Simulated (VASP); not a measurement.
Calculation: PBE GGA + U (Dudarev), VASP's PBE PAW potentials (set 64) (plane waves; VASP 6.6.1).

A VASP calculation is set up with these files.

### POSCAR
```
TiCo
1
    2.9900000000     0.0000000000     0.0000000000
    0.0000000000     2.9900000000     0.0000000000
    0.0000000000     0.0000000000     2.9900000000
Ti Co
1 1
Direct
  0.0000000000   0.0000000000   0.0000000000
  0.5000000000   0.5000000000   0.5000000000
```

INCAR:
```
NELM = 100   # most electronic steps
LCHARG = .FALSE.
PREC = Accurate
SYSTEM = TiCo
LDAU = .TRUE.
ALGO = Normal   # blocked Davidson
LDAUL = 2 2
LWAVE = .FALSE.
LORBIT = 10
LASPH = .TRUE.   # aspherical one-centre terms
LDAUU = 6.0 6.0
LMAXMIX = 4   # l cut-off of mixed one-centre charges
SIGMA = 0.1   # width (eV)
ISMEAR = 1   # Methfessel-Paxton
LDAUPRINT = 1
ENCUT = 400
LDAUJ = 0 0
EDIFF = 1E-6
ISIF = 2   # forces and stress, cell fixed
LDAUTYPE = 2   # Dudarev
GGA = PE   # PBE
LREAL = .FALSE.   # projection in real space or not
```

KPOINTS:
```
Automatic mesh
0
Gamma
11 11 11
0 0 0
```

POTCAR, in this order: Ti_sv Co (PBE.64 set). Program: vasp_std.

Output of the run:

### OSZICAR
```
       N       E                     dE             d eps       ncg     rms          rms(c)
DAV:   1     0.144937789207E+03    0.14494E+03   -0.90684E+03  1568   0.159E+03
DAV:   2    -0.190216769344E+01   -0.14684E+03   -0.14406E+03  1610   0.379E+02
DAV:   3    -0.950439192687E+01   -0.76022E+01   -0.75647E+01  2304   0.105E+02
DAV:   4    -0.971321667306E+01   -0.20882E+00   -0.20859E+00  2000   0.139E+01
DAV:   5    -0.971968091322E+01   -0.64642E-02   -0.64642E-02  2262   0.208E+00    0.120E+01
DAV:   6    -0.116190676392E+02   -0.18994E+01   -0.56214E+01  2546   0.808E+01    0.307E+01
DAV:   7    -0.718384023956E+01    0.44352E+01   -0.77042E+01  2282   0.947E+01    0.924E+00
DAV:   8    -0.598397600301E+01    0.11999E+01   -0.50914E+00  2272   0.284E+01    0.262E+00
DAV:   9    -0.599485260869E+01   -0.10877E-01   -0.25079E+00  2218   0.136E+01    0.366E+00
DAV:  10    -0.597615359162E+01    0.18699E-01   -0.19560E+00  2310   0.157E+01    0.241E+00
DAV:  11    -0.592177119076E+01    0.54382E-01   -0.63750E-01  2386   0.779E+00    0.792E-01
DAV:  12    -0.591910105172E+01    0.26701E-02   -0.10383E-02  1896   0.112E+00    0.581E-01
DAV:  13    -0.591790150434E+01    0.11995E-02   -0.16905E-02  2348   0.134E+00    0.168E-01
DAV:  14    -0.591786380395E+01    0.37700E-04   -0.64980E-04  1996   0.234E-01    0.103E-01
DAV:  15    -0.591795269338E+01   -0.88889E-04   -0.73874E-04  2440   0.255E-01    0.464E-02
DAV:  16    -0.591797371852E+01   -0.21025E-04   -0.24690E-04  2398   0.150E-01    0.180E-02
DAV:  17    -0.591798045319E+01   -0.67347E-05   -0.22231E-05  2438   0.475E-02    0.990E-03
DAV:  18    -0.591798464654E+01   -0.41934E-05   -0.18661E-05  2376   0.401E-02    0.721E-03
DAV:  19    -0.591798480262E+01   -0.15608E-06   -0.11894E-06  1178   0.997E-03
   1 F= -.59179848E+01 E0= -.59180015E+01  d E =0.499975E-04
```

**OUTCAR**
```
------------------------ aborting loop because EDIFF is reached ----------------------------------------
  FORCE on cell =-STRESS in cart. coord.  units (eV):
  Direction    XX          YY          ZZ          XY          YZ          ZX
  --------------------------------------------------------------------------------------
  Total       -0.0068659     -0.0068659     -0.0068659      0.0000000     -0.0000000     -0.0000000
  in kB       -0.4115222     -0.4115222     -0.4115222      0.0000000     -0.0000000     -0.0000000
  external PRESSURE =      -0.4115222 kB  Pullay stress =       0.0000000 kB
  volume of cell :       26.73
      direct lattice vectors                 reciprocal lattice vectors
     2.990000000  0.000000000  0.000000000     0.334448161  0.000000000  0.000000000
     0.000000000  2.990000000  0.000000000     0.000000000  0.334448161  0.000000000
     0.000000000  0.000000000  2.990000000     0.000000000  0.000000000  0.334448161
 POSITION                                       TOTAL-FORCE (eV/Angst)
 -----------------------------------------------------------------------------------
      0.00000      0.00000      0.00000         0.000000      0.000000      0.000000
      1.49500      1.49500      1.49500         0.000000      0.000000      0.000000
 -----------------------------------------------------------------------------------
    total drift:                               -0.000000      0.000000      0.000000
  FREE ENERGIE OF THE ION-ELECTRON SYSTEM (eV)
  ---------------------------------------------------
  free  energy   TOTEN  =        -5.9179848026 eV

  energy  without entropy=       -5.9180348001  energy(sigma->0) =       -5.91800147

 total charge

# of ion       s       p       d       tot
------------------------------------------
    1        2.269   6.214   1.553  10.035
    2        0.500   0.457   7.609   8.567
--------------------------------------------------
tot          2.769   6.671   9.162  18.602
```
(Selected blocks of OUTCAR.)

The compound is TiCo in the CsCl type structure. The cell was not relaxed at this level. The run is one of a series of settings (LDAU = .TRUE., LDAUJ = 0 0, LDAUL = 2 2, LDAUTYPE = 2, LDAUU = 6.0 6.0 against the base run), some of them coarse on purpose. The run is not spin-polarised, so no magnetic state was tried. The electron count is odd and the run is not spin-polarised, which forces a metal.
